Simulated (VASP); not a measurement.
A run of VASP 6.6.1 is set up as follows.

The input INCAR:

```
SYSTEM = Si3N4
  PREC = Accurate
  ENCUT = 600
  EDIFF = 1E-7
  ISMEAR = 0
  SIGMA = 0.03
  LREAL = .False.
  LASPH = .True.
  NELM = 80
  ALGO = Normal
  ISIF = 3
  LWAVE = .False.
  LCHARG = .False.
  GGA = PS
  IBRION = 2
  NSW = 90
  EDIFFG = -0.005
  KPAR = 4
```

The input KPOINTS:

```
Automatic mesh
0
Gamma
  6 6 9
  0 0 0
```

Contents of POSCAR:

```
Si3N4                                   
1.0
    7.6260039521      0.0000000269      0.0000000000
   -3.8130019993      6.6043131384      0.0000000000
    0.0000000000     -0.0000000000      2.9105615152
  Si              N             
     6     8
Direct
     0.7675162872512129    0.1739072174783735    0.2500000000000000
     0.5936090697728394    0.7675162872512129    0.7500000000000000
     0.8260927825216267    0.5936090697728394    0.2500000000000000
     0.2324837127487870    0.8260927825216267    0.7500000000000000
     0.4063909302271604    0.2324837127487870    0.2500000000000000
     0.1739072174783735    0.4063909302271604    0.7500000000000000
     0.0295497514417844    0.3300233856637415    0.2500000000000000
     0.6995263657780429    0.0295497514417844    0.7500000000000000
     0.6699766143362584    0.6995263657780429    0.2500000000000000
     0.9704502485582155    0.6699766143362584    0.7500000000000000
     0.3004736342219571    0.9704502485582155    0.2500000000000000
     0.3300233856637415    0.3004736342219571    0.7500000000000000
     0.6666666667000030    0.3333333332999970    0.2500000000000000
     0.3333333332999970    0.6666666667000030    0.7500000000000000
```

Potentials or basis: VASP PAW PBE potentials, release 64 (Si, N).

Launch:

```console
$ cat potpaw_PBE.64/Si/POTCAR potpaw_PBE.64/N/POTCAR > POTCAR
$ mpirun -np 4 vasp_std > vasp.out
```

**Question.** Estimate the band gap on the k mesh.

**Answer.** 4.21 eV, indirect (least direct gap 4.38 eV).

Forces on the atoms (eV/Å):
```
Si   0.000 -0.001  0.000
Si   0.001  0.000  0.000
Si   0.001  0.001  0.000
Si   0.000  0.001  0.000
Si  -0.001  0.000  0.000
Si  -0.001 -0.001  0.000
N    0.002 -0.004  0.000
N    0.004 -0.001  0.000
N    0.002  0.003  0.000
N   -0.002  0.004  0.000
N   -0.004  0.001  0.000
N   -0.002 -0.003  0.000
N    0.000  0.000  0.000
N    0.000  0.000  0.000
```

Caveat: the relaxation stopped at its first step, so nothing moved; the PAW data sets were made with another functional, which shifts forces and pressure a little; an odd mesh through Γ misses points on the zone boundary, where band edges often lie. A hybrid or GW would open this gap; PBEsol tends to underestimate it.
